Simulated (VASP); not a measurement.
```xyz
8
Lattice="3.1514 0.0000 0.0000 -1.5757 2.7292 0.0000 0.0000 0.0000 10.3169" Properties=species:S:1:pos:R:3 pbc="T T T"
Al     0.0000     0.0000     0.0000
Al     0.0000     0.0000     5.1585
Al     1.5757     0.9097     7.7396
Al     0.0000     1.8195     2.5811
N      0.0000     0.0000     8.3790
N      0.0000     0.0000     3.2205
N      1.5757     0.9097     5.8114
N      0.0000     1.8195     0.6530
```

All values below come from PBE GGA, VASP's PBE PAW potentials (set 64) (plane waves; VASP 6.6.1). Run with 400 eV cut-off, 10×10×3 Γ-centred mesh, Fermi-Dirac smearing of 0.14 eV, potentials Al N.

Question: Give the energies of bands 7 to 20 at the high-symmetry points, in eV from the valence-band maximum.

Answer: 
| band | Γ | M | K | A | L | H |
|---|---|---|---|---|---|---|
| 7 | -3.19 | -4.54 | -4.34 | -1.22 | -4.62 | -4.10 |
| 8 | -0.54 | -4.24 | -3.96 | -1.22 | -4.62 | -4.10 |
| 9 | -0.54 | -2.81 | -3.96 | -0.47 | -2.18 | -3.56 |
| 10 | -0.35 | -2.29 | -3.51 | -0.47 | -2.18 | -3.56 |
| 11 | -0.35 | -1.74 | -2.61 | -0.47 | -1.59 | -3.03 |
| 12 | -0.21 | -1.24 | -2.61 | -0.47 | -1.59 | -3.03 |
| 13 | -0.21 | -1.23 | -2.21 | -0.08 | -1.29 | -1.39 |
| 14 | -0.04 | -1.13 | -1.43 | -0.08 | -1.29 | -1.39 |
| 15 | 0.00 | -0.75 | -1.43 | -0.08 | -0.72 | -1.23 |
| 16 | 0.00 | -0.50 | -0.76 | -0.08 | -0.72 | -1.23 |
| 17 | 3.69 | 3.95 | 5.73 | 4.67 | 4.50 | 5.49 |
| 18 | 5.86 | 4.57 | 5.73 | 4.67 | 4.50 | 5.49 |
| 19 | 6.17 | 6.79 | 7.20 | 6.60 | 6.41 | 7.45 |
| 20 | 6.63 | 6.92 | 7.20 | 6.60 | 6.41 | 7.45 |

The gap is direct, 3.69 eV, from the valence maximum at Γ to the conduction minimum at Γ.

The structure was generated: AlN was put into an ordered model structure, which need not be its known phase. The cell was not relaxed at this level.
